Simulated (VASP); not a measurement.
Data:

```xyz
2
Lattice="3.5490 0.0000 0.0000 0.0000 3.5490 0.0000 0.0000 0.0000 3.5490" Properties=species:S:1:pos:R:3 pbc="T T T"
W      0.0000     0.0000     0.0000
Si     1.7745     1.7745     1.7745
```

The numbers are results of PBE GGA, VASP's PBE PAW potentials (set 64) (plane waves; VASP), not measurements. Run with 400 eV cut-off, 9×9×9 Γ-centred mesh, first-order Methfessel-Paxton smearing of 0.10 eV, potentials W_sv Si.

Energy and stress use the plane-wave basis of the starting cell.

**Question.** The ions, cell shape and volume are relaxed. Which structure does the run end with?

**Answer.** 
```xyz
2
Lattice="3.0609 0.0000 0.0000 0.0000 3.0609 0.0000 0.0000 0.0000 3.0609" Properties=species:S:1:pos:R:3 pbc="T T T"
W      0.0000     0.0000     0.0000
Si     1.5304     1.5304     1.5304
```
Space group Pm-3m (221), at a tolerance of 0.03 Å.

**Question.** How do energy and volume change from the first to the last step?

**Answer.** The energy (σ→0) changes by -1427.4 meV/atom and the volume by -35.8 %, in 5 ionic steps.

The structure was generated: WSi was put into the CsCl type type (Pm-3m), which need not be its known phase. This run relaxes it. Symmetry was kept, so distortions that lower it aren't found.
